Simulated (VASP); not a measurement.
Level of theory: PBE GGA with D3 dispersion (zero damping), VASP's PBE PAW potentials (set 64) (plane waves; VASP).

A VASP calculation is set up with these files.

**POSCAR**
```
GaN
1.0
  0.0000000000   2.2600000000   2.2600000000
  2.2600000000   0.0000000000   2.2600000000
  2.2600000000   2.2600000000   0.0000000000
Ga N
1 1
Cart
  0.0000000000   0.0000000000   0.0000000000
  1.1300000000   1.1300000000   1.1300000000
```

INCAR:
```
! general
SYSTEM =GaN
PREC   =Accurate
ENCUT  =520
LREAL  =.FALSE.
LASPH  =.TRUE.

! electronic loop
EDIFF  =1E-6
NELM   =100
ALGO   =Normal
LMAXMIX=4

! smearing
ISMEAR =0
SIGMA  =0.05

! functional
GGA    =PE
IVDW   =11

! ions
IBRION =2
NSW    =60
ISIF   =3
EDIFFG =-0.01

! output
LWAVE  =.FALSE.
LCHARG =.FALSE.
```

**KPOINTS**
```
Automatic mesh
0
gamma
  9 9 9
```

POTCAR, in this order: Ga_d N (PBE.64 set). Program: vasp_std.

Output of the run:

File OSZICAR:
```
       N       E                     dE             d eps       ncg     rms          rms(c)
DAV:   1     0.939265568523E+02    0.93927E+02   -0.98319E+03   947   0.250E+03
DAV:   2    -0.629607257132E+01   -0.10022E+03   -0.94774E+02  1055   0.373E+02
DAV:   3    -0.139936399778E+02   -0.76976E+01   -0.76373E+01   990   0.920E+01
DAV:   4    -0.141335290277E+02   -0.13989E+00   -0.13975E+00  1152   0.132E+01
DAV:   5    -0.141353523218E+02   -0.18233E-02   -0.18233E-02   990   0.133E+00    0.769E+00
DAV:   6    -0.121459216654E+02    0.19894E+01   -0.60098E+00  1382   0.485E+01    0.267E+00
DAV:   7    -0.121572737075E+02   -0.11352E-01   -0.35400E-01   915   0.810E+00    0.177E+00
DAV:   8    -0.121535380252E+02    0.37357E-02   -0.71208E-02  1028   0.441E+00    0.812E-01
DAV:   9    -0.121482050553E+02    0.53330E-02   -0.22422E-02  1372   0.376E+00    0.193E-01
DAV:  10    -0.121485456213E+02   -0.34057E-03   -0.19696E-03  1076   0.741E-01    0.827E-02
DAV:  11    -0.121484545387E+02    0.91083E-04   -0.37948E-04  1349   0.362E-01    0.132E-02
DAV:  12    -0.121484608038E+02   -0.62651E-05   -0.34776E-05   975   0.774E-02    0.955E-03
DAV:  13    -0.121484605584E+02    0.24533E-06   -0.17405E-06   885   0.127E-02
   1 F= -.12494249E+02 E0= -.12494249E+02  d E =-.124942E+02
       N       E                     dE             d eps       ncg     rms          rms(c)
DAV:   1    -0.121528468556E+02   -0.43861E-02   -0.34704E-02  1055   0.528E+00    0.308E-01
DAV:   2    -0.121508506446E+02    0.19962E-02   -0.32635E-03  1105   0.193E+00    0.139E-01
DAV:   3    -0.121503508156E+02    0.49983E-03   -0.60363E-04  1110   0.959E-01    0.333E-02
DAV:   4    -0.121502882705E+02    0.62545E-04   -0.78398E-05  1202   0.132E-01    0.304E-03
DAV:   5    -0.121502878873E+02    0.38319E-06   -0.22389E-06   888   0.170E-02
   2 F= -.12494268E+02 E0= -.12494268E+02  d E =-.186782E-04
       N       E                     dE             d eps       ncg     rms          rms(c)
DAV:   1    -0.121500273800E+02    0.26089E-03   -0.64254E-03  1065   0.226E+00    0.133E-01
DAV:   2    -0.121496547956E+02    0.37258E-03   -0.61824E-04  1105   0.838E-01    0.597E-02
DAV:   3    -0.121495649869E+02    0.89809E-04   -0.11033E-04  1120   0.408E-01    0.146E-02
DAV:   4    -0.121495543705E+02    0.10616E-04   -0.14235E-05  1202   0.570E-02    0.114E-03
DAV:   5    -0.121495544041E+02   -0.33519E-07   -0.41614E-07   470   0.801E-03
   3 F= -.12494314E+02 E0= -.12494314E+02  d E =-.647288E-04
```

OUTCAR:
```
------------------------ aborting loop because EDIFF is reached ----------------------------------------
 Edisp (eV)   -0.34476
  FORCE on cell =-STRESS in cart. coord.  units (eV):
  Direction    XX          YY          ZZ          XY          YZ          ZX
  --------------------------------------------------------------------------------------
  Total       0.00405     0.00405     0.00405    -0.00000    -0.00000     0.00000
  in kB       0.28034     0.28034     0.28034    -0.00000    -0.00000     0.00000
  external pressure =        0.28 kB  Pullay stress =        0.00 kB
  volume of cell :       23.14
      direct lattice vectors                 reciprocal lattice vectors
    -0.000000000  2.261778394  2.261778394    -0.221064982  0.221064982  0.221064982
     2.261778394 -0.000000000  2.261778394     0.221064982 -0.221064982  0.221064982
     2.261778394  2.261778394  0.000000000     0.221064982  0.221064982 -0.221064982
  FREE ENERGIE OF THE ION-ELECTRON SYSTEM (eV)
  ---------------------------------------------------
  free  energy   TOTEN  =       -12.4943142099 eV

  energy  without entropy=      -12.4943142099  energy(sigma->0) =      -12.49431421

 reached required accuracy - stopping structural energy minimisation
```
(Selected blocks of OUTCAR.)

CONTCAR:
```
GaN
   1.00000000000000
    -0.0000000000000000    2.2617783944721923    2.2617783944721923
     2.2617783944721923   -0.0000000000000000    2.2617783944721923
     2.2617783944721923    2.2617783944721923    0.0000000000000000
  Ga              N
     1     1
Direct
     0.0000000000000000    0.0000000000000000    0.0000000000000000
     0.2500000000000000    0.2500000000000000    0.2500000000000000
```

The compound is GaN in the zinc blende structure, a metastable form; wurtzite is the usual one. This run relaxes it. Symmetry was kept, so distortions that lower it aren't found.
